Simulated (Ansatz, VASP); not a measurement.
## HgMo in VASP and in Ansatz

File INCAR:

```
SYSTEM = HgMo
  PREC = Accurate
  ENCUT = 600
  EDIFF = 1E-7
  ISMEAR = 0
  SIGMA = 0.1
  LREAL = .False.
  LASPH = .True.
  NELM = 100
  ALGO = Normal
  ISIF = 3
  LWAVE = .False.
  LCHARG = .False.
  GGA = PE
  IBRION = 2
  NSW = 90
  EDIFFG = -0.04
```

KPOINTS

```
regular mesh
0
Gamma
  6 6 4
  0 0 0
```

The input POSCAR:

```
HgMo
1.0
    3.1674895167      0.0000000000      0.0000000000
    0.0000000000      3.1674895167      0.0000000000
    0.0000000000      0.0000000000      4.1516737593
Hg Mo
1 1
Direct
    0.5000000000      0.5000000000      0.5000000000
    0.0000000000      0.0000000000      0.0000000000
```

Input for Ansatz:

```yaml
crystal:
  lattice:
    - [3.1674895167, 0.0, 0.0]
    - [0.0, 3.1674895167, 0.0]
    - [0.0, 0.0, 4.1516737593]
  atoms:
    - { symbol: Hg, position: [0.5, 0.5, 0.5] }
    - { symbol: Mo, position: [0.0, 0.0, 0.0] }
basis:
  ecutwfc: 420
kpoints:
  mp_grid: { grid: [6, 6, 4] }
hamiltonian:
  xc: pbe
scf:
  occupations: { method: gaussian, width: 0.1 }
  lower_state_search: "off"
output:
  forces: true
  stress: true
  eigenvalues: true
relax:
  adjacent_minimum: "off"
  f_tol: 0.04
  max_steps: 70
  cell: { stress_tol: 0.4 }
```

Alike in both runs: task relaxation of cell and atoms; functional PBE; k mesh 6 × 6 × 4; occupations gaussian, width 0.1 eV; no spin polarisation.

```csv
,VASP,Ansatz
version,VASP 6.6.1,Ansatz 0.2.0
potentials or method,"VASP PAW PBE potentials, release 64 (Hg, Mo_sv)","scalar-relativistic, plane waves, PAW"
plane-wave cutoff (eV),600,420
valence electrons in the cell,26,34
```

Ansatz gave:

- gap on the k mesh at the Fermi level, each at its own relaxed structure (eV): none
- relaxed volume (Å³/atom): 17.97
- relaxed cell length with the largest relative difference (Å): 4.563
- energy change over the relaxation (meV/atom): -301

Which values does VASP return?

gap on the k mesh at the Fermi level, each at its own relaxed structure (eV): none; relaxed volume (Å³/atom): 18.07; relaxed cell length with the largest relative difference (Å): 4.587; energy change over the relaxation (meV/atom): -290.

A gap of «none» marks a metal or a gap that the smearing closes. The two sets of potentials don't hold the same shells in valence.

Caveats: the k mesh is coarse (spacing up to 0.38 Å⁻¹), so the values aren't converged. Spin-orbit coupling is left out, which matters for the levels of Hg.
